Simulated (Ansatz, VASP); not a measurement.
## Two plane-wave programs on ScSbS3

INCAR

```
PREC = Accurate ; ENCUT = 520
EDIFF = 1E-6 ; ISMEAR = 0
SIGMA = 0.1 ; LREAL = F
LASPH = T ; NELM = 60
ALGO = Normal ; ISIF = 2
LWAVE = F ; LCHARG = F
GGA = PE ; NBANDS = 25
```

Contents of KPOINTS:

```
regular mesh
0
Gamma
  4 4 4
```

Contents of POSCAR:

```
ScSbS3
1.0
    4.4766106000      0.0000000000      0.0000000000
    0.0000000000      4.4766106000      0.0000000000
    0.0000000000      0.0000000000      5.6645004000
Sc Sb S
1 1 3
Direct
    0.0000000000      0.0000000000      0.0000000000
    0.5000000000      0.5000000000      0.6620000000
    0.5000000000      0.5000000000      0.1059000000
    0.0000000000      0.5000000000      0.5000000000
    0.5000000000      0.0000000000      0.5000000000
```

Input for Ansatz:

```yaml
crystal:
  lattice:
    - [4.4766106, 0.0, 0.0]
    - [0.0, 4.4766106, 0.0]
    - [0.0, 0.0, 5.6645004]
  atoms:
    - { symbol: Sc, position: [0.0, 0.0, 0.0] }
    - { symbol: Sb, position: [0.5, 0.5, 0.662] }
    - { symbol: S, position: [0.5, 0.5, 0.1059] }
    - { symbol: S, position: [0.0, 0.5, 0.5] }
    - { symbol: S, position: [0.5, 0.0, 0.5] }
basis:
  ecutwfc: 420
kpoints:
  mp_grid: { grid: [4, 4, 4] }
hamiltonian:
  xc: pbe
scf:
  occupations: { method: gaussian, width: 0.1 }
  lower_state_search: "off"
output:
  forces: true
  stress: true
  eigenvalues: true
```

Change from the starting cell: species swapped into the NdBPt3 type (P4mm, No. 99).

Alike in both runs: task single point; functional PBE; k mesh 4 × 4 × 4; occupations gaussian, width 0.1 eV; no spin polarisation.

|  | VASP | Ansatz |
| --- | --- | --- |
| version | VASP 6.6.1 | Ansatz 0.2.0 |
| potentials or method | VASP PAW PBE potentials, release 64 (Sc_sv, Sb, S) | scalar-relativistic, plane waves, PAW |
| plane-wave cutoff (eV) | 520 | 420 |
| valence electrons in the cell | 34 | 44 |

|  | VASP | Ansatz | Ansatz less VASP |
| --- | --- | --- | --- |
| gap on the k mesh at the Fermi level (eV) | none | none | - |
| pressure (GPa) | 4.9 | 4.9 | -0.04 |
| largest component of the traceless stress (GPa) | 7.63 | 7.56 | -0.069 |
| rms of the force components (eV/Å) | 0.293 | 0.296 | +0.0025 |

Atom by atom the forces differ by 0.006 eV/Å (rms over components). A gap of «none» marks a metal or a gap that the smearing closes. The two sets of potentials don't hold the same shells in valence.

Spin-orbit coupling is left out, which matters for the levels of Sb.
